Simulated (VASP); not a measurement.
Computed with r2SCAN meta-GGA, VASP's PBE PAW potentials (set 64) (plane waves; VASP).

The input files of a VASP run:

### POSCAR
```
C
1
    2.5061720997     0.0000000643    -0.0000000000
   -1.2530854198     2.1704078500    -0.0000000000
    0.0000000000     0.0000000000     2.2424358841
C
2
Direct
  0.3333330000   0.6666670000   0.2500000000
  0.6666670000   0.3333330000   0.7500000000
```

**KPOINTS**
```
Automatic
0
Gamma
 19 19 18
```

File KPOINTS_OPT:
```
k-points along high-symmetry lines
6
Line-mode
Reciprocal
  0.000000   0.000000   0.000000 ! GAMMA
  0.500000   0.000000   0.000000 ! M

  0.500000   0.000000   0.000000 ! M
  0.333333   0.333333   0.000000 ! K

  0.333333   0.333333   0.000000 ! K
  0.000000   0.000000   0.000000 ! GAMMA

  0.000000   0.000000   0.000000 ! GAMMA
  0.000000   0.000000   0.500000 ! A

  0.000000   0.000000   0.500000 ! A
  0.500000   0.000000   0.500000 ! L

  0.500000   0.000000   0.500000 ! L
  0.333333   0.333333   0.500000 ! H

  0.333333   0.333333   0.500000 ! H
  0.000000   0.000000   0.500000 ! A

  0.500000   0.000000   0.500000 ! L
  0.500000   0.000000   0.000000 ! M

  0.333333   0.333333   0.500000 ! H
  0.333333   0.333333   0.000000 ! K
```

**INCAR**
```
SYSTEM = C
PREC = Accurate
ENCUT = 520
EDIFF = 1E-7
NELM = 100
ALGO = Normal
LREAL = .FALSE.
LASPH = .TRUE.
ISMEAR = -5
METAGGA = R2SCAN
LMIXTAU = .TRUE.
LWAVE = .FALSE.
LCHARG = .FALSE.
LORBIT = 11
NEDOS = 601
ISIF = 2
```

POTCAR, in this order: C (PBE.64 set). Program: vasp_std.

What VASP printed:

OUTCAR:
```
 ion  position               nearest neighbor table
   1  0.333  0.667  0.250-   2 1.83   2 1.83   2 1.83   2 1.83   2 1.83   2 1.83
   2  0.667  0.333  0.750-   1 1.83   1 1.83   1 1.83   1 1.83   1 1.83   1 1.83
  LATTYP: Found a hexagonal cell.
 ALAT       =     2.5061720997
 C/A-ratio  =     0.8947653213
 Subroutine PRICEL returns:
 Original cell was already a primitive cell.
 Subroutine GETGRP returns: Found 24 space group operations
The static configuration has the point symmetry D_3d.
 The point group associated with its full space group is D_6h.
The dynamic configuration has the point symmetry D_3d.
 Subroutine INISYM returns: Found 24 space group operations
 Subroutine IBZKPT returns following result:
 Found    400 irreducible k-points:

 Following reciprocal coordinates:
            Coordinates               Weight
  0.000000  0.000000  0.000000      1.000000
  0.052632  0.000000  0.000000      6.000000
  0.105263  0.000000  0.000000      6.000000
  0.157895 -0.000000  0.000000      6.000000
  0.210526  0.000000  0.000000      6.000000
  0.263158 -0.000000  0.000000      6.000000
  0.315789  0.000000  0.000000      6.000000
...
```

File OSZICAR:
```
       N       E                     dE             d eps       ncg     rms          rms(c)
DAV:   1     0.283378586817E+00    0.28338E+00   -0.49442E+03  6752   0.982E+02
DAV:   2    -0.149971974000E+02   -0.15281E+02   -0.14693E+02 10568   0.102E+02
DAV:   3    -0.150935686520E+02   -0.96371E-01   -0.96113E-01  6464   0.106E+01
DAV:   4    -0.150937200307E+02   -0.15138E-03   -0.15051E-03  8192   0.407E-01
DAV:   5    -0.150937202229E+02   -0.19221E-06   -0.18934E-06  6520   0.101E-02    0.220E+00
DAV:   6    -0.127221022452E+02    0.23716E+01   -0.35720E-01  6400   0.572E+00    0.208E+00
DAV:   7    -0.151594449318E+02   -0.24373E+01   -0.57021E-01  6456   0.664E+00    0.962E-01
DAV:   8    -0.130119995466E+02    0.21474E+01   -0.25823E-01  6408   0.553E+00    0.122E-01
DAV:   9    -0.130103918298E+02    0.16077E-02   -0.15848E-02  6784   0.126E+00    0.604E-02
DAV:  10    -0.130146842003E+02   -0.42924E-02   -0.22454E-03  6568   0.478E-01    0.319E-02
DAV:  11    -0.130149421235E+02   -0.25792E-03   -0.60590E-05  6440   0.990E-02    0.635E-03
DAV:  12    -0.130149377071E+02    0.44164E-05   -0.15952E-05  6592   0.431E-02    0.446E-03
DAV:  13    -0.130149421380E+02   -0.44309E-05   -0.14670E-06  6456   0.138E-02    0.384E-03
DAV:  14    -0.130149449695E+02   -0.28316E-05   -0.31303E-07  6400   0.723E-03    0.334E-04
DAV:  15    -0.130149455904E+02   -0.62091E-06   -0.74443E-08  3200   0.389E-03    0.208E-04
DAV:  16    -0.130149456540E+02   -0.63535E-07   -0.46156E-09  3200   0.795E-04
   1 F= -.13014946E+02 E0= -.13014946E+02  d E =0.000000E+00
       N       E                     dE             ncg
```

### OUTCAR
```
------------------------ aborting loop because EDIFF is reached ----------------------------------------
  FORCE on cell =-STRESS in cart. coord.  units (eV):
  Direction    XX          YY          ZZ          XY          YZ          ZX
  --------------------------------------------------------------------------------------
  Total       -0.1145709     -0.1145708      0.3005611     -0.0000000      0.0000000      0.0000000
  in kB      -15.0491770    -15.0491656     39.4794522     -0.0000048      0.0000000      0.0000000
  external PRESSURE =       3.1270366 kB  Pullay stress =       0.0000000 kB
  volume of cell :       12.20
      direct lattice vectors                 reciprocal lattice vectors
     2.506172100  0.000000064  0.000000000     0.399014890  0.230371329  0.000000000
    -1.253085420  2.170407850  0.000000000    -0.000000012  0.460742890  0.000000000
     0.000000000  0.000000000  2.242435884     0.000000000  0.000000000  0.445943631
 POSITION                                       TOTAL-FORCE (eV/Angst)
 -----------------------------------------------------------------------------------
     -0.00000      1.44694      0.56061        -0.000000      0.000000      0.000000
      1.25309      0.72347      1.68183         0.000000     -0.000000      0.000000
 -----------------------------------------------------------------------------------
    total drift:                               -0.000062      0.000036     -0.000002
  FREE ENERGIE OF THE ION-ELECTRON SYSTEM (eV)
  ---------------------------------------------------
  free  energy   TOTEN  =       -13.0149456540 eV

  energy  without entropy=      -13.0149456540  energy(sigma->0) =      -13.01494565

 total charge

# of ion       s       p       d       tot
------------------------------------------
    1        0.933   1.302   0.000   2.234
    2        0.933   1.302   0.000   2.234
--------------------------------------------------
tot          1.865   2.604   0.000   4.469
```
(Selected blocks of OUTCAR.)

### OUTCAR
```
 val. band max:        9.6509377053   @ k =   0.2632  -0.0000   0.3889

 cond. band min:       9.0732885291   @ k =   0.2105   0.2105   0.5000


 Fermi energy:         9.4683039153

 k-point     1 :       0.0000    0.0000    0.0000
  band No.  band energies     occupation
      1     -12.6399      2.00000
      2       7.9129      2.00000
      3       8.2718      2.00000
      4       8.2718      2.00000
      5      14.6894      0.00000
      6      15.6603      0.00000
      7      15.6603      0.00000
      8      22.8320      0.00000

 k-point     2 :       0.0526    0.0000    0.0000
  band No.  band energies     occupation
      1     -12.5648      2.00000
      2       7.7992      2.00000
      3       7.9795      2.00000
      4       8.0986      2.00000
      5      14.8387      0.00000
      6      15.7041      0.00000
      7      15.8981      0.00000
      8      22.6859      0.00000

 k-point     3 :       0.1053    0.0000    0.0000
  band No.  band energies     occupation
      1     -12.3397      2.00000
      2       6.6060      2.00000
      3       7.6486      2.00000
      4       8.1782      2.00000
      5      14.8958      0.00000
      6      16.0439      0.00000
      7      16.5334      0.00000
      8      22.2621      0.00000

 k-point     4 :       0.1579   -0.0000    0.0000
  band No.  band energies     occupation
      1     -11.9656      2.00000
      2       5.0395      2.00000
      3       7.0580      2.00000
      4       8.5053      2.00000
      5      14.6635      0.00000
      6      16.6497      0.00000
      7      17.4041      0.00000
      8      21.5992      0.00000

 k-point     5 :       0.2105    0.0000    0.0000
  band No.  band energies     occupation
      1     -11.4446      2.00000
      2       3.3156      2.00000
      3       6.4389      2.00000
      4       8.9538      2.00127
      5      14.3239      0.00000
      6      17.2863      0.00000
      7      18.3580      0.00000
...
```

For a metal the tetrahedron method with Blöchl corrections gives inexact stress and forces.

The structure was generated: C was put into the hcp type (P6_3/mmc), which need not be its known phase. It was relaxed first, which changed the volume by -16 %.
